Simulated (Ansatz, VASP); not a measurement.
# BN: VASP beside Ansatz, part 2 of 2

Wanted: the spread between two codes on one cell, functional and k mesh. The cell is taken from a series of runs on this material, whose earlier steps may have relaxed, scaled, displaced or heated it; both programs get it as it stands.

VASP 6.6.1 and Ansatz 0.2.0.

So far: The structure; Ansatz: zone-centre phonons, PBE, pair 1; VASP: zone-centre phonons, PBE, pair 1; Differences.

### 5. VASP: zone-centre phonons, PBE, pair 2

Level of this step: PBE; plane waves and PAW (B, N) (VASP).

Second derivatives magnify differences that forces hide, and they need a tight electronic threshold. The cell compared in this pair holds 12.08 Å³, against 11.73 Å³ for the pair before.

INCAR reads:

```
SYSTEM = BN
PREC = Accurate
ENCUT = 600
EDIFF = 1E-08
NELM = 120
ISMEAR = 0
SIGMA = 0.01
LREAL = .FALSE.
ALGO = Normal
GGA = PE
NBANDS = 10
LORBIT = 11
LWAVE = .FALSE.
LCHARG = .FALSE.
ISIF = 2
IBRION = 8
LASPH = .TRUE.
GGA_COMPAT = .FALSE.
EFERMI = MIDGAP
```

POSCAR reads:

```
BN
1.0
    0.0000000000      1.8213908884      1.8213908884
    1.8213908884      0.0000000000      1.8213908884
    1.8213908884      1.8213908884      0.0000000000
B N
1 1
Direct
    0.0000000000      0.0000000000      0.0000000000
    0.7500000000      0.7500000000      0.7500000000
```

KPOINTS reads:

```
Automatic mesh
0
Gamma
10 10 10
0 0 0
```

PAW data sets: B and N (PBE family, release 64).

Started as:

```console
mpirun -np 1 vasp_std
```

Numbers of over 12 decimals in the logs are rounded to 6 here.

The program printed:

```text
[... set-up lines as in an earlier step ...]
 entering main loop
       N       E                     dE             d eps       ncg     rms          rms(c)
DAV:   1     0.152216612398E+02    0.15222E+02   -0.54661E+03   972   0.886E+02
DAV:   2    -0.177263737115E+02   -0.32948E+02   -0.31866E+02  1156   0.196E+02
DAV:   3    -0.183820451948E+02   -0.65567E+00   -0.65478E+00  1118   0.238E+01
DAV:   4    -0.183829390564E+02   -0.89386E-03   -0.89383E-03  1044   0.974E-01
[...]
DAV:  11    -0.174520352397E+02   -0.52193E-05   -0.93610E-06  1108   0.267E-02    0.944E-03
DAV:  12    -0.174520352652E+02   -0.25488E-07   -0.17506E-06  1064   0.101E-02    0.643E-04
DAV:  13    -0.174520352608E+02    0.43468E-08   -0.27683E-08  1050   0.174E-03
   1 F= -.17452035E+02 E0= -.17452035E+02  d E =0.000000E+00
 Linear response reoptimize wavefunctions to high precision
DAV:   1    -0.174520352794E+02   -0.18586E-07   -0.32764E-09  1022   0.519E-04
DAV:   2    -0.174520352794E+02   -0.11028E-10   -0.14594E-11   572   0.454E-05
 Linear response DOF=           2
 Linear response progress:
[...]
RMM:   9    -0.356214099613E-01    0.25874E-07   -0.16074E-07  5811   0.211E-05    0.256E-06
RMM:  10    -0.356214077675E-01    0.21938E-08   -0.14177E-07  5227   0.127E-05    0.390E-07
RMM:  11    -0.356214079945E-01   -0.22702E-09   -0.14197E-07  3668   0.101E-05    0.799E-08
 first order change of Fermi-energy   0.29443E+01
 force on displaced ion       1 direction 1 : -22.923  -0.000  -0.000
 Linear response progress:
  Degree of freedom:   2/  2
       N       E                     dE             d eps       ncg     rms          rms(c)
RMM:   1    -0.230978441865E+00   -0.23098E+00    0.13294E-01  7116   0.335E+00
RMM:   2    -0.226900566506E+00    0.40779E-02   -0.28807E-03  5221   0.548E-01    0.216E-01
RMM:   3    -0.228006637482E+00   -0.11061E-02   -0.40754E-04  5052   0.153E-01    0.118E-01
RMM:   4    -0.230112929620E+00   -0.21063E-02   -0.36621E-04  4900   0.152E-01    0.243E-02
[...]
RMM:   9    -0.230178630306E+00    0.11040E-06   -0.10335E-07  5773   0.629E-05    0.318E-06
RMM:  10    -0.230178644814E+00   -0.14508E-07   -0.11008E-07  5426   0.206E-05    0.857E-07
RMM:  11    -0.230178647672E+00   -0.28584E-08   -0.81987E-08  5090   0.197E-05    0.110E-07
 first order change of Fermi-energy  -0.29439E+01
 force on displaced ion       2 direction 1 : -22.923   0.000   0.000
 Linear response finished
```

OUTCAR, selected parts (step 5):

```text
  Total       -0.4132055     -0.4132055     -0.4132055     -0.0000000      0.0000000     -0.0000000
  in kB      -54.7819205    -54.7819205    -54.7819205     -0.0000000      0.0000000     -0.0000000
  external PRESSURE =     -54.7819205 kB  Pullay stress =       0.0000000 kB

 POSITION                                       TOTAL-FORCE (eV/Angst)
 -----------------------------------------------------------------------------------
      0.00000      0.00000      0.00000         0.000000     -0.000000     -0.000000
      2.73209      2.73209      2.73209        -0.000000      0.000000      0.000000
 -----------------------------------------------------------------------------------
    total drift:                               -0.000000     -0.000000     -0.000000

[... 1 part as in an earlier step ...]

[... 1 further part left out ...]
```

### 6. Ansatz: zone-centre phonons, PBE, pair 2

The same cell, functional and mesh now go to Ansatz, which takes its cutoff from its data sets.

The cell is taken from a series of runs on this material, whose earlier steps may have relaxed, scaled, displaced or heated it; both programs get it as it stands.

input.yaml reads:

```yaml
crystal:
  lattice:
    - [0.0, 1.8213908884, 1.8213908884]
    - [1.8213908884, 0.0, 1.8213908884]
    - [1.8213908884, 1.8213908884, 0.0]
  atoms:
    - { symbol: B, position: [0.0, 0.0, 0.0] }
    - { symbol: "N", position: [0.75, 0.75, 0.75] }
kpoints:
  mp_grid: { grid: [10, 10, 10] }
hamiltonian:
  xc: pbe
scf:
  occupations: { method: fixed }
output:
  eigenvalues: true
phonons:
  method: dfpt
```

Started as:

```console
ansatz run input.yaml --threads 4 --pin off --max-ram 7168MiB --backend cpu --events-out ev --progress --plain --runs-dir out
```

The program printed:

```text
[...]
Crystal: 2 atoms, lattice volume = 12.085 Å³
Basis set: ecut = 420 eV, 259 PW (Γ), exchange–correlation on 36×36×36 points (8 copies of the dense FFT grid, shifted against one another)
Bands: 8, of which v1, the nominal top of the filled ones, is band 4 counted from 1 (3 counted from 0)
Symmetry: 24 space group operations
k-points: 102 of 1000 (irreducible under 8 space group operations, time reversal used)
[...]
SCF converged after 7 iterations
Free energy (F): -542.272837 eV
[...]
Internal energy: -542.272837 eV  (E = F + TS)
E sigma→0 (E₀):  -542.272837 eV
Fermi energy:    10.813742 eV
[...]
--- Band table (eV; the first three rows and the last of 102) ---
[...]
ASR residual: 1.482e-5 → 0.000e0 eV/Å²; symmetrization residual: 5.665e-7 eV/Å²
  ASR residual per site (eV/Å²): 1.48e-5 5.92e-6
  Γ frequencies (cm⁻¹): 0.00 0.00 0.00 1007.63 1007.63 1007.63
[...]
```

### 7. Comparison

Both answers:

```csv
quantity,Ansatz,VASP,difference
optical mode 1 to 3 (cm⁻¹),1007.6,1010.8,-0.32 %
```

Modes are paired by rising frequency, not by their patterns, so a pair may set unlike modes beside each other; they are those without the splitting of longitudinal modes.

### 8. Results

| Property | Result |
| --- | --- |
| r.m.s. difference of the optical zone-centre modes, each program's sorted by frequency (zone-centre phonons, PBE, pair 1) | 2.8 cm⁻¹ |
| r.m.s. difference of the optical zone-centre modes, each program's sorted by frequency (zone-centre phonons, PBE, pair 2) | 3.2 cm⁻¹ |

The r.m.s. difference of the optical zone-centre modes, each program's sorted by frequency is 2.8 cm⁻¹ (zone-centre phonons, PBE, pair 1). Such differences can come from data sets, numerical settings and the points named under the comparisons, not from the functional's error against experiment.

[Lines on the potential files, build, host, timing and source positions are cut from VASP's logs without a mark.]

[Logs are printed without paths, hosts, clocks, repeated set-up lines and the standing remarks that a program may print on its own settings, such as how far it seeks lower states.]

[Hosts, paths, dates, database ids (printed as entryN), source tags and the programs' standing remarks are cut or masked in the printed files.]
